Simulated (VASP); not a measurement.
Energy against volume of TiCo (CsCl type). Computed with AM05 GGA, VASP's PBE PAW potentials (set 64) (plane waves; VASP). Numerical set-up: 520 eV cut-off, 12×12×12 Γ-centred mesh, first-order Methfessel-Paxton smearing of 0.10 eV, potentials Ti_sv Co.

```csv
V (Å³/atom),E (eV/atom)
11.816,-8.16899
12.193,-8.19139
12.570,-8.19807
12.947,-8.19126
```

### Question
Fit these four points and predict the energy of the run at 13.324 Å³/atom.

### Answer
A cubic in V^(−2/3), the third-order Birch-Murnaghan form, passes through the four points with V0 = 12.56 Å³/atom and B0 = 191 GPa, and gives -8.1729 eV/atom there. The run gave -8.1728 eV/atom, +0.0 meV/atom from the fit; all five points give B0 = 191 GPa.

The compound is TiCo in the CsCl type structure. It was relaxed first, which changed the volume by -6 %. The run is not spin-polarised, so no magnetic state was tried.
